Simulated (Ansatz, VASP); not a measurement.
# Cross-check of AsPb between VASP and Ansatz, part 2 of 2

Aim: how closely do two programs agree when they are given the same cell, functional and k mesh? The cell is invented: As first built, before any earlier steps moved the atoms (in the runner's words): it takes the GeAs structure with some of its atoms replaced by other elements, volume scaled by an estimate. It may not be a known or stable phase. The cell is taken from a series of VASP runs on this material, whose earlier steps may have relaxed, scaled or displaced it; both programs get it as it stands.

VASP 6.6.1 and Ansatz 0.2.0.

So far: Set-up; VASP: band structure, PBE; Ansatz: band structure, PBE; Comparison; Ansatz: band structure, PBEsol.

## 6. VASP: band structure, PBEsol

Level of this step: PBEsol; plane waves and PAW (Pb_d, As); invented cell (VASP).

The same cell, functional, mesh and smearing now go to VASP, with its own data sets and cutoff.

Input file INCAR:

```
SYSTEM = AsPb
PREC = Accurate
ENCUT = 400
EDIFF = 1E-06
NELM = 100
ISMEAR = 0
SIGMA = 0.02
LREAL = .FALSE.
ALGO = Normal
GGA = PS
LORBIT = 11
LWAVE = .FALSE.
LCHARG = .FALSE.
KPAR = 4
```

Input file POSCAR:

```
AsPb
1.0
   -2.0657309460      2.0657309460      3.3498724957
    2.0657309460     -2.0657309460      3.3498724957
    2.0657309460      2.0657309460     -3.3498724957
Pb As
1 1
Direct
    0.0052393533      0.0052393533      0.0000000000
    0.5807606467      0.5807606467      0.0000000000
```

Input file KPOINTS:

```
Automatic mesh
0
Gamma
5 5 5
0 0 0
```

Input file KPOINTS_OPT:

```
Line mode
16
Line-mode
Reciprocal
  0.00000000   0.00000000   0.00000000 GAMMA
  0.00000000   0.00000000   0.50000000 X

  0.00000000   0.00000000   0.50000000 X
 -0.19013452   0.19013452   0.50000000 Y

 -0.19013452   0.19013452   0.50000000 Y
 -0.34506726   0.34506726   0.34506726 S

 -0.34506726   0.34506726   0.34506726 S
  0.00000000   0.00000000   0.00000000 GAMMA

  0.00000000   0.00000000   0.00000000 GAMMA
  0.50000000   0.50000000  -0.50000000 Z

  0.50000000   0.50000000  -0.50000000 Z
  0.34506726   0.65493274  -0.34506726 S1

  0.34506726   0.65493274  -0.34506726 S1
  0.00000000   0.50000000   0.00000000 N

  0.00000000   0.50000000   0.00000000 N
  0.25000000   0.25000000   0.25000000 P

  0.25000000   0.25000000   0.25000000 P
  0.50000000   0.50000000  -0.19013452 Y1

  0.50000000   0.50000000  -0.19013452 Y1
  0.50000000   0.50000000  -0.50000000 Z

  0.00000000   0.00000000   0.50000000 X
  0.25000000   0.25000000   0.25000000 P
```

The projector-augmented-wave data sets are Pb_d and As (PBE family, release 64).

Run with:

```sh
$ mpirun -np 4 vasp_std
```

Numbers of over 12 decimals in the logs are rounded to 6 here.

The log of the run:

```text
[banner, memory and clock lines left out]
running    4 mpi-ranks, on    1 nodes
[...]
|                                                                             |
|               ----> ADVICE to this user running VASP <----                  |
|                                                                             |
|     You enforced a specific xc type in the INCAR file but a different       |
|     [... a line on the potential file left out ...]
|     I HOPE YOU KNOW WHAT YOU ARE DOING!                                     |
|                                                                             |

 LDA part: xc-table for (Slater+PW92), standard interpolation
 POSCAR, INCAR and KPOINTS ok, starting setup
[...]
entering main loop
       N       E                     dE             d eps       ncg     rms          rms(c)
DAV:   1     0.129580286535E+03    0.12958E+03   -0.75567E+03   468   0.117E+03
DAV:   2    -0.334252372927E+00   -0.12991E+03   -0.12630E+03   483   0.321E+02
[...]
DAV:  11    -0.885783269068E+01    0.29488E-05   -0.21938E-05   655   0.580E-02    0.383E-03
DAV:  12    -0.885783250824E+01    0.18245E-06   -0.15606E-06   364   0.914E-03
   1 F= -.88578325E+01 E0= -.88574989E+01  d E =-.667233E-03
 Start KPOINTS_OPT (optional k-point list driver)
k-point batch [1-18\176]
       N       E                     dE             ncg
DAV:   1     0.355605249429E+03   -0.55194E+04      468
DAV:   2    -0.202293998534E+04   -0.23785E+04      483
DAV:   3    -0.217802553267E+04   -0.15509E+03      628
DAV:   4    -0.218132439321E+04   -0.32989E+01      526
DAV:   5    -0.218144333883E+04   -0.11895E+00      640
DAV:   6    -0.218144984985E+04   -0.65110E-02      655
DAV:   7    -0.218144988729E+04   -0.37447E-04      640
DAV:   8    -0.218144988779E+04   -0.49122E-06      389
[...]
k-point batch [163-176\176]
       N       E                     dE             ncg
DAV:   1     0.213652970958E+04   -0.81227E+04      372
DAV:   2     0.431289264934E+03   -0.17052E+04      384
DAV:   3     0.325391131761E+03   -0.10590E+03      449
DAV:   4     0.323091161216E+03   -0.23000E+01      437
DAV:   5     0.323003471203E+03   -0.87690E-01      460
DAV:   6     0.322997176850E+03   -0.62944E-02      507
DAV:   7     0.322997115463E+03   -0.61387E-04      483
DAV:   8     0.322997114903E+03   -0.56003E-06      272
```

Parts of OUTCAR (step 6):

```text
  Total       -0.9666159     -0.9666159     -1.1427626      0.0000000      0.0000000      0.0000000
  in kB      -27.0849935    -27.0849935    -32.0207003      0.0000000      0.0000000      0.0000000
  external PRESSURE =     -28.7302291 kB  Pullay stress =       0.0000000 kB

 POSITION                                       TOTAL-FORCE (eV/Angst)
 -----------------------------------------------------------------------------------
      0.00000      0.00000      0.03510        -0.000000     -0.000000      0.051311
      0.00000      0.00000      3.89095         0.000000      0.000000     -0.051311
 -----------------------------------------------------------------------------------
    total drift:                               -0.000001     -0.000001      0.000270

  FREE ENERGIE OF THE ION-ELECTRON SYSTEM (eV)
  ---------------------------------------------------
  free  energy   TOTEN  =        -8.8578325082 eV

  energy  without entropy=       -8.8571652757  energy(sigma->0) =       -8.85749889

[... 2 parts as in an earlier step ...]

[... 1 further part left out ...]
[key lines of the parts left out:]
E-fermi :   4.6354
```

The PAW data sets were made with PBE, which is usual practice but a small mismatch for other functionals. At this level the cell is under a tension of 2.9 GPa, so at these settings it is away from equilibrium.

## 7. Differences

What differs besides the data sets and the points named for the pairs above, as far as they apply: Ansatz makes its cores anew for this functional, VASP keeps those of its PBE data sets. Total energies have different zeros and are not compared.

Compared:

```
      quantity  Ansatz   VASP  difference
pressure (GPa)   -2.88  -2.87       -0.01
```

Forces (eV/Å; atoms numbered as in POSCAR):

```
atom        Ansatz x, y, z          VASP x, y, z
 Pb1   0.000, 0.000, 0.046   0.000, 0.000, 0.051
 As2  0.000, 0.000, -0.046  0.000, 0.000, -0.051
```

The forces differ by 2.9 meV/Å r.m.s., which is 9.8 % of the r.m.s. force of 0.03 eV/Å (both taken over all components). Levels from 3 eV below to 2 eV above the Fermi level differ by 3 meV r.m.s. and 6 meV at most; each VASP level is matched to the nearest of Ansatz, which flatters the figure a little. Ansatz's pressure holds a Pulay correction of 0.02 GPa; VASP's holds none.

## 8. VASP: band structure, r2SCAN, spin-orbit coupling

A single point gives forces, pressure and levels at one fixed geometry, so differences don't come from the geometry; what else differs is listed under the comparison.

INCAR, as its differences from that of step 6:

```diff
@@ -9,3 +9,9 @@
 ALGO = Normal
-GGA = PS
+METAGGA = R2SCAN
+LASPH = .TRUE.
+LNONCOLLINEAR = .TRUE.
+MAGMOM = 0 0 0 0 0 0
+NBANDS = 30
+GGA_COMPAT = .FALSE.
+LSORBIT = .TRUE.
 LORBIT = 11
```

POSCAR is that of step 6.

Input file KPOINTS:

```
Automatic mesh
0
Gamma
6 6 6
0 0 0
```

KPOINTS_OPT is that of step 6.

Run with:

```sh
$ mpirun -np 4 vasp_ncl
```

The log of the run:

```text
[banner, memory and clock lines left out]
running    4 mpi-ranks, on    1 nodes
[...]
[... a notice as in an earlier step ...]

 LDA part: xc-table for (None), standard interpolation
 POSCAR, INCAR and KPOINTS ok, starting setup
[...]
entering main loop
       N       E                     dE             d eps       ncg     rms          rms(c)
DAV:   1     0.112001023461E+03    0.11200E+03   -0.75673E+03  2880   0.110E+03
DAV:   2    -0.601697019712E+02   -0.17217E+03   -0.16563E+03  3002   0.335E+02
DAV:   3    -0.751383489939E+02   -0.14969E+02   -0.14710E+02  3766   0.122E+02
DAV:   4    -0.756749343544E+02   -0.53659E+00   -0.53559E+00  3458   0.257E+01
[...]
DAV:  11    -0.713958420584E+02    0.15106E-04   -0.29933E-04  3786   0.244E-01    0.197E-02
DAV:  12    -0.713958373823E+02    0.46761E-05   -0.28174E-05  3774   0.790E-02    0.797E-03
DAV:  13    -0.713958372958E+02    0.86504E-07   -0.18233E-06  2898   0.150E-02
   1 F= -.71395837E+02 E0= -.71395837E+02  d E =-.396534E-06  mag=     0.0000    -0.0000    -0.0000
 Start KPOINTS_OPT (optional k-point list driver)
k-point batch [1-48\176]
       N       E                     dE             ncg
DAV:   1     0.279420661962E+04   -0.19086E+05     2880
DAV:   2    -0.548264845590E+04   -0.82769E+04     2988
DAV:   3    -0.622502221050E+04   -0.74237E+03     3840
DAV:   4    -0.625027464469E+04   -0.25252E+02     3614
DAV:   5    -0.625149318487E+04   -0.12185E+01     4210
DAV:   6    -0.625150684256E+04   -0.13658E-01     3752
DAV:   7    -0.625150727973E+04   -0.43717E-03     4160
DAV:   8    -0.625150728470E+04   -0.49645E-05     3416
DAV:   9    -0.625150728498E+04   -0.28027E-06     2142
[...]
k-point batch [145-176\176]
       N       E                     dE             ncg
DAV:   1     0.106895727897E+05   -0.15728E+05     1920
DAV:   2     0.518401835281E+04   -0.55056E+04     1950
DAV:   3     0.470280208400E+04   -0.48122E+03     2506
DAV:   4     0.468660796820E+04   -0.16194E+02     2292
DAV:   5     0.468575643945E+04   -0.85153E+00     2846
DAV:   6     0.468574681794E+04   -0.96215E-02     2474
DAV:   7     0.468574648308E+04   -0.33486E-03     2852
DAV:   8     0.468574647982E+04   -0.32592E-05     2170
DAV:   9     0.468574647963E+04   -0.18693E-06     1414
```

OUTCAR, selected parts (step 8):

```text
  Total       -0.7513806     -0.7513806     -0.2538860      0.0000000      0.0000000      0.0000000
  in kB      -21.0540089    -21.0540089     -7.1139942      0.0000000      0.0000000      0.0000000
  external PRESSURE =     -16.4073373 kB  Pullay stress =       0.0000000 kB

 POSITION                                       TOTAL-FORCE (eV/Angst)
 -----------------------------------------------------------------------------------
      0.00000      0.00000      0.03510         0.000000      0.000000     -0.078069
      0.00000      0.00000      3.89095        -0.000000     -0.000000      0.078069
 -----------------------------------------------------------------------------------
    total drift:                               -0.000000     -0.000000     -0.000549

  FREE ENERGIE OF THE ION-ELECTRON SYSTEM (eV)
  ---------------------------------------------------
  free  energy   TOTEN  =       -71.3958372958 eV

  energy  without entropy=      -71.3958368993  energy(sigma->0) =      -71.39583710

 magnetization (x)
# of ion       s       p       d       tot
------------------------------------------
    1        0.000   0.000  -0.000  -0.000
    2        0.000   0.000  -0.000  -0.000
--------------------------------------------------
tot          0.000   0.000  -0.000  -0.000

 magnetization (y)
# of ion       s       p       d       tot
------------------------------------------
    1       -0.000   0.000   0.000  -0.000
    2        0.000   0.000   0.000   0.000
--------------------------------------------------
tot         -0.000   0.000   0.000   0.000

 magnetization (z)
# of ion       s       p       d       tot
------------------------------------------
    1        0.000   0.000   0.000   0.000
    2        0.000   0.000   0.000   0.000
--------------------------------------------------
tot          0.000   0.000   0.000   0.000

[... 1 part as in an earlier step ...]

[... 2 further parts left out ...]
[key lines of the parts left out:]
E-fermi :   4.7333
```

The run ends at a pressure of -1.64 GPa, with forces up to 0.078 eV/Å.

## 9. Ansatz: band structure, r2SCAN, spin-orbit coupling

The same cell, functional, mesh and smearing now go to Ansatz, which takes its cutoff from its data sets.

The cell is taken from a series of VASP runs on this material, whose earlier steps may have relaxed, scaled or displaced it; both programs get it as it stands.

Input file input.yaml:

```yaml
crystal:
  lattice:
    - [-2.065730946, 2.065730946, 3.3498724957]
    - [2.065730946, -2.065730946, 3.3498724957]
    - [2.065730946, 2.065730946, -3.3498724957]
  atoms:
    - { symbol: Pb, position: [0.0052393533, 0.0052393533, 0.0] }
    - { symbol: As, position: [0.5807606467, 0.5807606467, 0.0] }
hamiltonian:
  xc: r2scan
  pseudopotentials: { kind: paw_fr }
magnetization:
  noncollinear: true
  spin_orbit: true
kpoints:
  mp_grid: { grid: [6, 6, 6] }
  band_path:
    path:
      - [0.0, 0.0, 0.0]
      - [0.0, 0.0, 0.2]
      - [0.0, 0.0, 0.4]
      - [-0.02535, 0.02535, 0.5]
      - [-0.10141, 0.10141, 0.5]
      - [-0.17746, 0.17746, 0.5]
      - [-0.23145, 0.23145, 0.45868]
      - [-0.29342, 0.29342, 0.39671]
      - [-0.34507, 0.34507, 0.34507]
      - [-0.20704, 0.20704, 0.20704]
      - [-0.06901, 0.06901, 0.06901]
      - [0.06667, 0.06667, -0.06667]
      - [0.26667, 0.26667, -0.26667]
      - [0.46667, 0.46667, -0.46667]
      - [0.45868, 0.54132, -0.45868]
      - [0.39671, 0.60329, -0.39671]
      - [0.34507, 0.65493, -0.34507]
      - [0.20704, 0.59296, -0.20704]
      - [0.06901, 0.53099, -0.06901]
      - [0.03333, 0.46667, 0.03333]
      - [0.13333, 0.36667, 0.13333]
      - [0.23333, 0.26667, 0.23333]
      - [0.31667, 0.31667, 0.13263]
      - [0.41667, 0.41667, -0.04342]
      - [0.5, 0.5, -0.19013]
      - [0.5, 0.5, -0.31408]
      - [0.5, 0.5, -0.43803]
      - [0.03333, 0.03333, 0.46667]
      - [0.13333, 0.13333, 0.36667]
      - [0.25, 0.25, 0.25]
    npoints: 1
scf:
  occupations: { method: gaussian, width: 0.02 }
  n_extra_bands: 14
output:
  forces: true
  stress: true
  eigenvalues: true
```

Run with:

```sh
$ ansatz run input.yaml --threads 2 --pin off --max-ram 4608MiB --backend cpu --events-out ev --progress --plain --runs-dir out
```

The log of the run:

```text
[...]
non-collinear run that drives no moment, with spin-orbit: no starting moment large enough to seed its density (crystal.atoms[].spin), no starting occupations that ask for one, no magnetisation constraint and no magnetic field, so the semilocal B_xc is pinned to zero
Crystal: 2 atoms, lattice volume = 57.179 Å³
[...]
k-point 1: bands = [... 25 lower, 6.8812, 7.6249, 7.7305, 9.5280, 9.6145, 11.1488, 11.4108, 12.8670, ... 10 higher]
  k-point 2: bands = [... 25 lower, 5.8490, 5.9844, 6.1193, 7.4387, 7.6278, 12.0528, 12.1507, 13.0062, ... 10 higher]
  k-point 29: bands = [... 25 lower, 5.3788, 6.1123, 6.1123, 6.6328, 6.6328, 13.3007, 13.3007, 15.1323, ... 10 higher]
[key lines of the parts left out:]
SCF converged after 7 iterations
Magnetization: |M| = 0.0000 μB,  M = (+0.0000, +0.0000, +0.0000) μB
Free energy (F): -16748.922117 eV
Fermi energy:    8.655678 eV
P = ⅓ Tr σ = -1.7484 GPa (-17.484 kbar)
```

It took 62 s on 2 threads of Arm Neoverse N1, shared host; peak memory 0.79 GiB; 1.9 min of CPU time.

## 10. Comparison

What differs besides the data sets and the points named for the pairs above, as far as they apply: spin-orbit coupling enters by fully relativistic files in Ansatz and inside the spheres in VASP; VASP keeps PBE cores, Ansatz makes them for the functional; the data sets hold 29 valence electrons in Ansatz (fully relativistic PAW (standard-fr) files) and 19 in VASP; the cutoff is 500 eV in Ansatz and 400 eV in VASP. Total energies have different zeros and are not compared.

Both answers:

| quantity | Ansatz | VASP | difference |
| --- | --- | --- | --- |
| pressure (GPa) | -1.75 | -1.64 | -0.11 |

Forces (eV/Å; atoms numbered as in POSCAR):

```csv
atom,"Ansatz x, y, z","VASP x, y, z"
Pb1,"0.000, 0.000, -0.095","0.000, 0.000, -0.078"
As2,"0.000, 0.000, 0.095","0.000, 0.000, 0.078"
```

The forces differ by 9.7 meV/Å r.m.s., which is 21.6 % of the r.m.s. force of 0.05 eV/Å (both taken over all components). Levels from 3 eV below to 2 eV above the Fermi level differ by 20 meV r.m.s. and 62 meV at most; each VASP level is matched to the nearest of Ansatz, which flatters the figure a little.

## 11. Results

```yaml
r_m_s_difference_of_levels_near_the_fermi_level_band_structure_pbe: 2.0 meV
r_m_s_difference_of_levels_near_the_fermi_level_band_structure_pbesol: 2.6 meV
r_m_s_difference_of_levels_near_the_fermi_level_band_structure_r2scan_spin_orbit_coupling: 20 meV
r_m_s_force_difference_band_structure_r2scan_spin_orbit_coupling: 9.7 meV/Å
```

**Reading.** The r.m.s. force difference is 9.7 meV/Å (band structure, r2SCAN, spin-orbit coupling), within the 12 meV/Å picked in this series as the mark of a large difference. 2 further runs of this series are not shown here. Such differences can come from data sets, numerical settings and the points named under the comparisons, not from the functional's error against experiment.

[Lines on the potential files, build, host, timing and source positions are cut from VASP's logs without a mark.]

[Logs are printed without paths, hosts, clocks, repeated set-up lines and the standing remarks that a program may print on its own settings, such as how far it seeks lower states.]

[Hosts, paths, dates, database ids (printed as entryN), source tags and the programs' standing remarks are cut or masked in the printed files.]
